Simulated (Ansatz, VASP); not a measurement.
# SiC: VASP beside Ansatz, part 2 of 3

Aim: how closely do two programs agree when they are given the same cell, functional and k mesh? The cell is taken from a series of runs on this material, whose earlier steps may have relaxed, scaled, displaced or heated it; both programs get it as it stands.

VASP 6.6.1 and Ansatz 0.2.0.

So far: Starting point; VASP: zone-centre phonons, PBE.

### 2. VASP: zone-centre phonons, PBE (continued)

Level of this step: PBE; plane waves and PAW (C, Si) (VASP).

Parts of OUTCAR (step 2):

```text
ion  position               nearest neighbor table
   1  0.667  0.333  0.750-   7 1.87   7 1.87   7 1.87   5 1.88
   2  0.333  0.667  0.250-   8 1.87   8 1.87   8 1.87   6 1.88
   3  1.000  1.000  0.500-   6 1.87   6 1.87   6 1.87   7 1.87
   4  1.000  1.000  0.000-   5 1.87   5 1.87   5 1.87   8 1.87
   5  0.667  0.333  0.938-   4 1.87   4 1.87   4 1.87   1 1.88   7 3.06   7 3.06   7 3.06   8 3.06
                             8 3.06   8 3.06
   6  0.333  0.667  0.438-   3 1.87   3 1.87   3 1.87   2 1.88   8 3.06   8 3.06   8 3.06   7 3.06
                             7 3.06   7 3.06
   7  1.000  1.000  0.688-   1 1.87   1 1.87   1 1.87   3 1.87   5 3.06   5 3.06   5 3.06   6 3.06
                             6 3.06   6 3.06
   8  1.000  1.000  0.188-   2 1.87   2 1.87   2 1.87   4 1.87   6 3.06   6 3.06   6 3.06   5 3.06
                             5 3.06   5 3.06

  LATTYP: Found a hexagonal cell.
 ALAT       =     3.0525213737
 C/A-ratio  =     3.2729772863

 Subroutine GETGRP returns: Found 12 space group operations
 (whereof  6 operations were pure point group operations)

The static configuration has the point symmetry C_3v.
 The point group associated with its full space group is C_6v.

 Found     36 irreducible k-points:

   k-points           NKPTS =     36   k-points in BZ     NKDIM =     36   number of bands    NBANDS=     24

   dimension x,y,z NGX =    24 NGY =   24 NGZ =   80
   dimension x,y,z NGXF=    48 NGYF=   48 NGZF=  160

   ENCUT  =  600.0 eV  44.10 Ry    6.64 a.u.   6.10  6.10 19.95*2*pi/ulx,y,z

   NELECT =      32.0000    total number of electrons

 k-points in reciprocal lattice and weights: Automatic mesh
   0.00000000  0.00000000  0.00000000       0.003
   0.11111111  0.00000000  0.00000000       0.019
   0.22222222  0.00000000  0.00000000       0.019
   0.33333333 -0.00000000  0.00000000       0.019
   0.44444444  0.00000000  0.00000000       0.019
   0.11111111  0.11111111  0.00000000       0.019
   0.22222222  0.11111111  0.00000000       0.037
   0.33333333  0.11111111  0.00000000       0.037
   0.44444444  0.11111111  0.00000000       0.019
[...]
0.33333333  0.22222222  0.50000000       0.037
   0.33333333  0.33333333  0.50000000       0.006

 average (electrostatic) potential at core
       1 -44.3776       2 -44.3776       3 -44.4414       4 -44.4414       5 -80.0343
       6 -80.0343       7 -79.9909       8 -79.9909

   1 f  =   28.028564 THz   176.108663 2PiTHz  934.932267 cm-1   115.916775 meV
             X         Y         Z           dx          dy          dz
      1.526261  0.881187  7.491305     0.000000   -0.000000    0.176628
     -0.000000  1.762374  2.495888     0.000000   -0.000000   -0.176628
      1.526261  2.643561  4.999802     0.000000   -0.000000    0.591821
      1.526261  2.643561  0.004385     0.000000   -0.000000   -0.591821
      1.526261  0.881187  9.369578    -0.000000    0.000000    0.170681
     -0.000000  1.762374  4.374161    -0.000000   -0.000000   -0.170681
      1.526261  2.643561  6.872942    -0.000000    0.000000   -0.299028
      1.526261  2.643561  1.877525    -0.000000    0.000000    0.299028

   2 f  =   27.785837 THz   174.583564 2PiTHz  926.835765 cm-1   114.912938 meV
             X         Y         Z           dx          dy          dz
      1.526261  0.881187  7.491305     0.000000   -0.000000   -0.589583
     -0.000000  1.762374  2.495888     0.000000   -0.000000    0.589583
      1.526261  2.643561  4.999802     0.000000   -0.000000    0.178088
      1.526261  2.643561  0.004385     0.000000   -0.000000   -0.178088
      1.526261  0.881187  9.369578    -0.000000    0.000000    0.299869
     -0.000000  1.762374  4.374161    -0.000000   -0.000000   -0.299869
      1.526261  2.643561  6.872942    -0.000000    0.000000    0.175372
      1.526261  2.643561  1.877525     0.000000    0.000000   -0.175372

   3 f  =   25.584582 THz   160.752667 2PiTHz  853.409779 cm-1   105.809280 meV
             X         Y         Z           dx          dy          dz
      1.526261  0.881187  7.491305     0.000000   -0.000000   -0.480295
     -0.000000  1.762374  2.495888     0.000000    0.000000   -0.480295
      1.526261  2.643561  4.999802     0.000000   -0.000000    0.518235
      1.526261  2.643561  0.004385     0.000000    0.000000    0.518235
      1.526261  0.881187  9.369578    -0.000000   -0.000000    0.002417
     -0.000000  1.762374  4.374161    -0.000000    0.000000    0.002417
      1.526261  2.643561  6.872942    -0.000000    0.000000   -0.027269
      1.526261  2.643561  1.877525    -0.000000   -0.000000   -0.027269

   4 f  =   24.382376 THz   153.198986 2PiTHz  813.308518 cm-1   100.837359 meV
             X         Y         Z           dx          dy          dz
      1.526261  0.881187  7.491305    -0.341359    0.234703   -0.000000
     -0.000000  1.762374  2.495888    -0.341359    0.234703    0.000000
      1.526261  2.643561  4.999802    -0.348244    0.239438    0.000000
      1.526261  2.643561  0.004385    -0.348244    0.239438    0.000000
      1.526261  0.881187  9.369578     0.226840   -0.155965   -0.000000
     -0.000000  1.762374  4.374161     0.226840   -0.155965   -0.000000
      1.526261  2.643561  6.872942     0.224162   -0.154124   -0.000000
      1.526261  2.643561  1.877525     0.224162   -0.154124   -0.000000

   5 f  =   24.382376 THz   153.198986 2PiTHz  813.308518 cm-1   100.837359 meV
             X         Y         Z           dx          dy          dz
      1.526261  0.881187  7.491305    -0.234703   -0.341359   -0.000000
     -0.000000  1.762374  2.495888    -0.234703   -0.341359   -0.000000
      1.526261  2.643561  4.999802    -0.239438   -0.348244   -0.000000
      1.526261  2.643561  0.004385    -0.239438   -0.348244   -0.000000
      1.526261  0.881187  9.369578     0.155965    0.226840    0.000000
     -0.000000  1.762374  4.374161     0.155965    0.226840    0.000000
      1.526261  2.643561  6.872942     0.154124    0.224162    0.000000
      1.526261  2.643561  1.877525     0.154124    0.224162    0.000000

   6 f  =   24.078605 THz   151.290339 2PiTHz  803.175818 cm-1    99.581065 meV
             X         Y         Z           dx          dy          dz
      1.526261  0.881187  7.491305    -0.401643    0.276150    0.000000
     -0.000000  1.762374  2.495888     0.401643   -0.276150    0.000000
      1.526261  2.643561  4.999802     0.291962   -0.200738    0.000000
      1.526261  2.643561  0.004385    -0.291962    0.200738    0.000000
      1.526261  0.881187  9.369578     0.205476   -0.141275   -0.000000
     -0.000000  1.762374  4.374161    -0.205476    0.141275   -0.000000
      1.526261  2.643561  6.872942     0.225228   -0.154855   -0.000000
      1.526261  2.643561  1.877525    -0.225228    0.154855   -0.000000

   7 f  =   24.078605 THz   151.290339 2PiTHz  803.175818 cm-1    99.581065 meV
             X         Y         Z           dx          dy          dz
      1.526261  0.881187  7.491305    -0.276150   -0.401643    0.000000
     -0.000000  1.762374  2.495888     0.276150    0.401643    0.000000
      1.526261  2.643561  4.999802     0.200738    0.291962   -0.000000
      1.526261  2.643561  0.004385    -0.200738   -0.291962   -0.000000
      1.526261  0.881187  9.369578     0.141275    0.205476    0.000000
     -0.000000  1.762374  4.374161    -0.141275   -0.205476    0.000000
      1.526261  2.643561  6.872942     0.154855    0.225228    0.000000
      1.526261  2.643561  1.877525    -0.154855   -0.225228    0.000000

   8 f  =   23.918284 THz   150.283011 2PiTHz  797.828077 cm-1    98.918030 meV
             X         Y         Z           dx          dy          dz
      1.526261  0.881187  7.491305    -0.000000    0.000000    0.440344
     -0.000000  1.762374  2.495888     0.000000   -0.000000    0.440344
      1.526261  2.643561  4.999802    -0.000000    0.000000    0.395570
      1.526261  2.643561  0.004385     0.000000   -0.000000    0.395570
      1.526261  0.881187  9.369578    -0.000000    0.000000   -0.283322
     -0.000000  1.762374  4.374161     0.000000   -0.000000   -0.283322
      1.526261  2.643561  6.872942     0.000000   -0.000000   -0.263344
      1.526261  2.643561  1.877525    -0.000000    0.000000   -0.263344

   9 f  =   23.836955 THz   149.772006 2PiTHz  795.115236 cm-1    98.581681 meV
             X         Y         Z           dx          dy          dz
      1.526261  0.881187  7.491305     0.289494   -0.199043    0.000000
     -0.000000  1.762374  2.495888    -0.289494    0.199043    0.000000
      1.526261  2.643561  4.999802     0.400218   -0.275171    0.000000
      1.526261  2.643561  0.004385    -0.400218    0.275171    0.000000
      1.526261  0.881187  9.369578     0.227054   -0.156111   -0.000000
     -0.000000  1.762374  4.374161    -0.227054    0.156111   -0.000000
      1.526261  2.643561  6.872942    -0.209693    0.144175   -0.000000
      1.526261  2.643561  1.877525     0.209693   -0.144175   -0.000000

  10 f  =   23.836955 THz   149.772006 2PiTHz  795.115236 cm-1    98.581681 meV
             X         Y         Z           dx          dy          dz
      1.526261  0.881187  7.491305    -0.199043   -0.289494    0.000000
     -0.000000  1.762374  2.495888     0.199043    0.289494    0.000000
      1.526261  2.643561  4.999802    -0.275171   -0.400218    0.000000
      1.526261  2.643561  0.004385     0.275171    0.400218    0.000000
      1.526261  0.881187  9.369578    -0.156111   -0.227054   -0.000000
     -0.000000  1.762374  4.374161     0.156111    0.227054   -0.000000
      1.526261  2.643561  6.872942     0.144175    0.209693   -0.000000
      1.526261  2.643561  1.877525    -0.144175   -0.209693   -0.000000

  11 f  =   23.641876 THz   148.546286 2PiTHz  788.608087 cm-1    97.774897 meV
             X         Y         Z           dx          dy          dz
      1.526261  0.881187  7.491305     0.356778   -0.245303    0.000000
     -0.000000  1.762374  2.495888     0.356778   -0.245303    0.000000
      1.526261  2.643561  4.999802    -0.350681    0.241111   -0.000000
      1.526261  2.643561  0.004385    -0.350681    0.241111    0.000000
    [... 145 further lines ...]
      1.526261  2.643561  6.872942     0.000000    0.000000    0.418451
      1.526261  2.643561  1.877525     0.000000    0.000000    0.418451

 MACROSCOPIC STATIC DIELECTRIC TENSOR IONIC CONTRIBUTION
 ------------------------------------------------------
           3.188572    -0.000000    -0.000000
          -0.000000     3.188572    -0.000000
          -0.000000    -0.000000     3.558548
 ------------------------------------------------------

 ELASTIC MODULI CONTR FROM IONIC RELAXATION (kBar)
 Direction    XX          YY          ZZ          XY          YZ          ZX
 --------------------------------------------------------------------------------
 XX        -594.6401    322.1895    267.7565      0.0000     -0.0000     -0.0000
 YY         322.1895   -594.6401    267.7565      0.0000      0.0000      0.0000
 ZZ         267.7565    267.7565   -527.4246     -0.0000     -0.0000     -0.0000
 XY           0.0000      0.0000     -0.0000   -458.4148     -0.0000     -0.0000
 YZ           0.0000      0.0000     -0.0000     -0.0000   -135.7814      0.0000
 ZX          -0.0000      0.0000     -0.0000     -0.0000      0.0000   -143.6688
 --------------------------------------------------------------------------------

 PIEZOELECTRIC TENSOR IONIC CONTR  for field in x, y, z        (C/m^2)
          XX          YY          ZZ          XY          YZ          ZX
  --------------------------------------------------------------------------------
  x     0.00000    -0.00000     0.00000     0.00000    -0.00000     0.63565
  y     0.00000    -0.00000     0.00000     0.00000     0.61773    -0.00000
  z     0.65411     0.65411    -1.28770    -0.00000     0.00000    -0.00000
```

(Part 2 of 3 ends here.)

[Lines on the potential files, build, host, timing and source positions are cut from VASP's logs without a mark.]

[Logs are printed without paths, hosts, clocks, repeated set-up lines and the standing remarks that a program may print on its own settings, such as how far it seeks lower states.]

[Hosts, paths, dates, database ids (printed as entryN), source tags and the programs' standing remarks are cut or masked in the printed files.]
